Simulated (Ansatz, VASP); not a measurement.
TiRh in VASP and in Ansatz

```
CELL_PARAMETERS angstrom
2.90011 0.00000 0.00000
0.00000 2.90011 0.00000
0.00000 0.00000 3.34260
ATOMIC_POSITIONS crystal
Ti 0.50000 0.50000 0.50000
Rh 0.00000 0.00000 0.00000
```

Alike in both runs: functional LDA; k mesh 14 × 14 × 12; occupations gaussian, width 0.1 eV; no spin polarisation.

Ansatz relaxed the structure, and its values are those at the end. VASP's run is a single point on that final structure, the one shown.

|  | VASP | Ansatz |
| --- | --- | --- |
| version | VASP 6.6.1 | Ansatz 0.2.0 |
| potentials or method | VASP PAW LDA potentials, release 64 (Ti_sv, Rh_pv) | scalar-relativistic, plane waves, PAW |
| plane-wave cutoff (eV) | 520 | 420 |
| valence electrons in the cell | 27 | 29 |

Ansatz gave:

* gap on the k mesh at the Fermi level (eV): none
* pressure (GPa): 0.0

Problem. Estimate VASP's values.

Solution. gap on the k mesh at the Fermi level (eV): none; pressure (GPa): 0.5.

A gap of «none» marks a metal or a gap that the smearing closes. The two sets of potentials don't hold the same shells in valence.
